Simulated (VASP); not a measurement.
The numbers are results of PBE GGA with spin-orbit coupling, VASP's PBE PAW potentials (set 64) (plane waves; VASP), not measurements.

A VASP calculation is set up with these files.

### POSCAR
```
BW2
6.4071250
  0.6553741343   0.0000000000   0.0000000000
  0.0000000000   0.6553741343   0.0000000000
  0.0000000000   0.0000000000   1.0000000000
W B
4 2
Cartesian
  0.0000000000   0.0000000000   0.0000000000
  0.3276870671   0.3276870671   0.0000000000
  0.3276870671   0.0000000000   0.2700000000
  0.0000000000   0.3276870671   0.7300000000
  0.3276870671   0.0000000000   0.7000000000
  0.0000000000   0.3276870671   0.3000000000
```

File KPOINTS:
```
Automatic mesh
0
Gamma
4 4 3
0 0 0
```

### INCAR
```
ALGO = Normal
EDIFF = 1E-6
ENCUT = 400
GGA = PE
GGA_COMPAT = .FALSE.
ISIF = 2
ISMEAR = -1
LASPH = .TRUE.
LCHARG = .FALSE.
LMAXMIX = 6
LNONCOLLINEAR = .TRUE.
LORBIT = 11
LREAL = .FALSE.
LSORBIT = .TRUE.
LWAVE = .FALSE.
MAGMOM = 0.0 0.0 0.0 0.0 0.0 0.0 0.0 0.0 0.0 0.0 0.0 0.0 0.0 0.0 0.0 0.0 0.0 0.0
NELM = 100
PREC = Accurate
SIGMA = 0.05
SYSTEM = BW2
```

POTCAR, in this order: W_sv B (PBE.64 set). Program: vasp_ncl.

At this cut-off the stress carries a Pulay error, which pulls relaxed volumes low.

**Question.** Estimate the energy per atom (σ→0), pressure, largest force, band gap (on the k-mesh).

**Answer.** 
```
Quantity                                                     Value
------------------------  ----------------------------------------
energy per atom (σ→0)                              -10.035 eV/atom
band gap (on the k-mesh)  none (metal, semimetal or under 0.01 eV)
pressure                                                -27.55 GPa
largest force                                           0.692 eV/Å
```

File OSZICAR:
```
...
DAV:   9    -0.602323279082E+02    0.29213E-01   -0.42099E-01  2110   0.386E+00    0.934E-01
DAV:  10    -0.602303279178E+02    0.20000E-02   -0.57947E-02  2442   0.117E+00    0.615E-01
DAV:  11    -0.602293676708E+02    0.96025E-03   -0.53747E-03  2288   0.404E-01    0.209E-01
DAV:  12    -0.602291168575E+02    0.25081E-03   -0.21296E-03  2450   0.259E-01    0.585E-02
DAV:  13    -0.602291126372E+02    0.42203E-05   -0.28019E-04  2048   0.151E-01    0.175E-02
DAV:  14    -0.602291142561E+02   -0.16189E-05   -0.40939E-05  2246   0.416E-02    0.725E-03
DAV:  15    -0.602291140677E+02    0.18841E-06   -0.29957E-06  1920   0.134E-02
   1 F= -.60229114E+02 E0= -.60207508E+02  d E =-.432130E-01  mag=     0.0000     0.0000    -0.0000
```

The structure was generated: BW2 was put into an ordered model structure, which need not be its known phase. The cell was not relaxed at this level. The k-mesh is coarse (spacing up to 0.37 per Å, 2π included), so the numbers may not be converged in it. The run is one of a series of settings (GGA_COMPAT = .FALSE., LNONCOLLINEAR = .TRUE., LSORBIT = .TRUE., MAGMOM = 0.0 0.0 0.0 0.0 0.0 0.0 0.0 0.0 0.0 0.0 0.0 0.0 0.0 0.0 0.0 0.0 0.0 0.0, program vasp_ncl against the base run), some of them coarse on purpose.
